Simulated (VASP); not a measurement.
Mg6Re2H13 (a cell with a defect), 21 atoms in the cell. The cell holds a defect, 21 atoms: a = 4.824 Å, b = 4.824 Å, c = 10.547 Å, α = 90.00°, β = 90.00°, γ = 120.00°. 

| Item | Value |
| --- | --- |
| Program | VASP 6.6.1 |
| Task | molecular dynamics |
| Functional | PBEsol |
| Potentials or basis | VASP PAW PBE potentials, release 64 (Mg, Re, H) |
| Cutoff | 520 eV |
| k mesh | 2 × 2 × 1 |
| Occupations | fermi-dirac, width 0.05 eV |
| Spin | no spin polarisation |
| Dipole correction | no |
| Charge | -1 |
| Further INCAR settings | LREAL = Auto; ALGO = Normal; EDIFF = 1e-05; ISYM = 0; IBRION = 0; POTIM = 0.5; NSW = 40; NELECT = 40.0 |

Potentials or basis: VASP PAW PBE potentials, release 64 (Mg, Re, H).

Launch:

```bash
$ cat potpaw_PBE.64/Mg/POTCAR potpaw_PBE.64/Re/POTCAR potpaw_PBE.64/H/POTCAR > POTCAR
$ mpirun -np 1 vasp_std > vasp.out
```

Hardware: 1 thread of Intel(R) Xeon(R) Platinum 8488C (Sapphire Rapids) (shared host).

Question: How long does it take, and how much memory?

Answer: Wall time 13 min on 1 thread of Intel(R) Xeon(R) Platinum 8488C (Sapphire Rapids), on a shared host, peak memory 0.37 GiB. Counts: scf iterations 176, k points 4, ion steps 40.
